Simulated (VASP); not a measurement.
Output of a VASP run:

File OUTCAR:
```
 ion  position               nearest neighbor table
   1  0.000  0.000  0.000-   3 2.41   4 2.41   3 2.41   4 2.41   4 2.41   3 2.41   2 3.28   2 3.28
  LATTYP: Found a hexagonal cell.
 ALAT       =     3.0515676593
 C/A-ratio  =     2.1471466009
 Subroutine PRICEL returns:
 Original cell was already a primitive cell.
 Subroutine GETGRP returns: Found 24 space group operations
The static configuration has the point symmetry D_3d.
 The point group associated with its full space group is D_6h.
The dynamic configuration has the point symmetry D_3d.
 Subroutine INISYM returns: Found 24 space group operations
 Subroutine IBZKPT returns following result:
 Found     57 irreducible k-points:

 Following reciprocal coordinates:
            Coordinates               Weight
  0.000000  0.000000  0.000000      1.000000
  0.083333  0.000000  0.000000      6.000000
  0.166667 -0.000000  0.000000      6.000000
  0.250000  0.000000  0.000000      6.000000
  0.333333 -0.000000  0.000000      6.000000
  0.416667  0.000000  0.000000      6.000000
  0.500000  0.000000  0.000000      3.000000
  0.083333  0.083333  0.000000      6.000000
  0.166667  0.083333  0.000000     12.000000
  0.250000  0.083333  0.000000     12.000000
  0.333333  0.083333  0.000000     12.000000
  0.416667  0.083333  0.000000     12.000000
  0.166667  0.166667  0.000000      6.000000
  0.250000  0.166667  0.000000     12.000000
  0.333333  0.166667  0.000000     12.000000
  0.416667  0.166667  0.000000      6.000000
  0.250000  0.250000  0.000000      6.000000
  0.333333  0.250000  0.000000     12.000000
  0.333333  0.333333  0.000000      2.000000
  0.000000  0.000000  0.200000      2.000000
  0.083333  0.000000  0.200000     12.000000
  0.166667 -0.000000  0.200000     12.000000
  0.250000  0.000000  0.200000     12.000000
  0.333333 -0.000000  0.200000     12.000000
  0.416667  0.000000  0.200000     12.000000
  0.500000  0.000000  0.200000      6.000000
  0.083333  0.083333  0.200000     12.000000
  0.166667  0.083333  0.200000     24.000000
  0.250000  0.083333  0.200000     24.000000
  0.333333  0.083333  0.200000     24.000000
  0.416667  0.083333  0.200000     24.000000
  0.166667  0.166667  0.200000     12.000000
  0.250000  0.166667  0.200000     24.000000
  0.333333  0.166667  0.200000     24.000000
  0.416667  0.166667  0.200000     12.000000
  0.250000  0.250000  0.200000     12.000000
  0.333333  0.250000  0.200000     24.000000
  0.333333  0.333333  0.200000      4.000000
  0.000000  0.000000  0.400000      2.000000
  0.083333  0.000000  0.400000     12.000000
   k-points           NKPTS =     57   k-points in BZ     NKDIM =     57   number of bands    NBANDS=     24
   number of dos      NEDOS =    301   number of ions     NIONS =      4
   total plane-waves  NPLWV =  42336
   dimension x,y,z NGX =    28 NGY =   28 NGZ =   54
   dimension x,y,z NGXF=    56 NGYF=   56 NGZF=  108
   ions per type =               2   2
   PREC   = accura    normal or accurate (medium, high low for compatibility)
   ISTART =      0    job   : 0-new  1-cont  2-samecut
   ICHARG =      2    charge: 1-file 2-atom 10-const
   ISPIN  =      1    spin polarized calculation?
   LNONCOLLINEAR =      F non collinear calculations
   LSORBIT =      F    spin-orbit coupling
   INIWAV =      1    electr: 0-lowe 1-rand  2-diag
   ENCUT  =  620.0 eV  45.57 Ry    6.75 a.u.   6.20  6.20 13.30*2*pi/ulx,y,z
   NELM   =    100;   NELMIN=  2; NELMDL= -5     # of ELM steps
   EDIFF  = 0.1E-05   stopping-criterion for ELM
   LREAL  =      F    real-space projection
   NLSPLINE    = F    spline interpolate recip. space projectors
   LMAXMIX     =    4 max onsite mixed and CHGCAR
   VOSKOWN=      0    Vosko Wilk Nusair interpolation
   EDIFFG = -.2E-01   stopping-criterion for IOM
   NSW    =     40    number of steps for IOM
   NBLOCK =      1;   KBLOCK =     40    inner block; outer block
...
```

File OSZICAR:
```
       N       E                     dE             d eps       ncg     rms          rms(c)
DAV:   1     0.430225556959E+03    0.43023E+03   -0.23278E+04  2792   0.306E+03
DAV:   2     0.351736004059E+02   -0.39505E+03   -0.38875E+03  2872   0.638E+02
DAV:   3    -0.222532685108E+02   -0.57427E+02   -0.56349E+02  3392   0.204E+02
DAV:   4    -0.242973011595E+02   -0.20440E+01   -0.20385E+01  3064   0.416E+01
DAV:   5    -0.243557455988E+02   -0.58444E-01   -0.58430E-01  3800   0.710E+00    0.101E+01
DAV:   6    -0.217707381759E+02    0.25850E+01   -0.18883E+01  4416   0.510E+01    0.548E+00
DAV:   7    -0.216073430295E+02    0.16340E+00   -0.19820E+00  3192   0.101E+01    0.201E+00
DAV:   8    -0.215836433253E+02    0.23700E-01   -0.24430E-01  3200   0.334E+00    0.606E-01
DAV:   9    -0.215750879473E+02    0.85554E-02   -0.27761E-02  4680   0.170E+00    0.130E-01
DAV:  10    -0.215754011736E+02   -0.31323E-03   -0.40995E-03  3816   0.633E-01    0.851E-02
DAV:  11    -0.215753038630E+02    0.97311E-04   -0.64304E-04  3888   0.205E-01    0.128E-02
DAV:  12    -0.215753078124E+02   -0.39494E-05   -0.53078E-05  3160   0.501E-02    0.139E-02
DAV:  13    -0.215753057629E+02    0.20494E-05   -0.52461E-06  2744   0.178E-02    0.485E-03
DAV:  14    -0.215753054734E+02    0.28955E-06   -0.40196E-07  1672   0.550E-03
   1 F= -.14979305E+02 E0= -.14979123E+02  d E =-.149793E+02
```

OUTCAR:
```
------------------------ aborting loop because EDIFF is reached ----------------------------------------
  FORCE on cell =-STRESS in cart. coord.  units (eV):
  Direction    XX          YY          ZZ          XY          YZ          ZX
  --------------------------------------------------------------------------------------
  Total        6.6724999      6.6724985      6.6388371      0.0000000     -0.0000000     -0.0000000
  in kB      202.3195572    202.3195137    201.2988539      0.0000000     -0.0000000     -0.0000000
  external PRESSURE =       1.9793083 kB  Pullay stress =     200.0000000 kB
  volume of cell :       52.84
      direct lattice vectors                 reciprocal lattice vectors
     3.051567659  0.000000000  0.000000000     0.327700419  0.189197945  0.000000000
    -1.525783829  2.642734830  0.000000000     0.000000000  0.378395891  0.000000000
     0.000000000  0.000000000  6.552163127     0.000000000  0.000000000  0.152621353
 POSITION                                       TOTAL-FORCE (eV/Angst)
 -----------------------------------------------------------------------------------
      0.00000      0.00000      0.00000        -0.000000     -0.000000      0.000000
      0.00000      0.00000      3.27608        -0.000000     -0.000000      0.000000
     -0.00000      1.76182      1.63804         0.000000      0.000000      0.000000
      1.52579      0.88091      4.91412        -0.000000     -0.000000      0.000000
 -----------------------------------------------------------------------------------
    total drift:                               -0.000000      0.000000      0.000000
  FREE ENERGIE OF THE ION-ELECTRON SYSTEM (eV)
  ---------------------------------------------------
  free  energy   TOTEN  =       -21.5753054734 eV

  energy  without entropy=      -21.5747597502  energy(sigma->0) =      -21.57512357
  enthalpy is  TOTEN    =       -14.9793045650 eV   P V=        6.5960009083

 reached required accuracy - stopping structural energy minimisation
```
(Selected blocks of OUTCAR.)

File POSCAR:
```
SnO
1
    3.0515676593     0.0000000000    -0.0000000000
   -1.5257838295     2.6427348302     0.0000000000
    0.0000000000     0.0000000000     6.5521631270
Sn O
2 2
Direct
  1.0000000000   0.0000000000   0.0000000000
  1.0000000000   0.0000000000   0.5000000000
  0.3333330000   0.6666670000   0.2500000000
  0.6666670000   0.3333330000   0.7500000000
```

Q: Write an INCAR and KPOINTS that could have produced this output.

A: This is not unique; one that fits is the input of the run itself, PBEsol GGA, plane waves, VASP's PBE PAW potentials (set 64).

### INCAR
```
LMAXMIX = 4
SYSTEM = SnO
PSTRESS = 200   ! kbar
EDIFFG = -0.02   ! ionic stop
SIGMA = 0.1   ! width (eV)
ALGO = Normal
PREC = Accurate
ISMEAR = 1   ! Methfessel-Paxton
IBRION = 2
LREAL = F   ! projection in real space or not
ENCUT = 620   ! plane-wave cut-off (eV)
LWAVE = F
LASPH = T   ! aspherical one-centre terms
ISIF = 3
NSW = 40
LCHARG = F
NELM = 100   ! most electronic steps
EDIFF = 1E-6   ! SCF stop (eV)
GGA = PS
```

KPOINTS:
```
Automatic mesh
0
Gamma
12 12 5
0 0 0
```

POTCAR, in this order: Sn_d O (PBE.64 set). Program: vasp_std.

The structure was generated: SnO was put into the NiAs type type (P6_3/mmc), which need not be its known phase. It was relaxed first under an external pressure of 20 GPa.
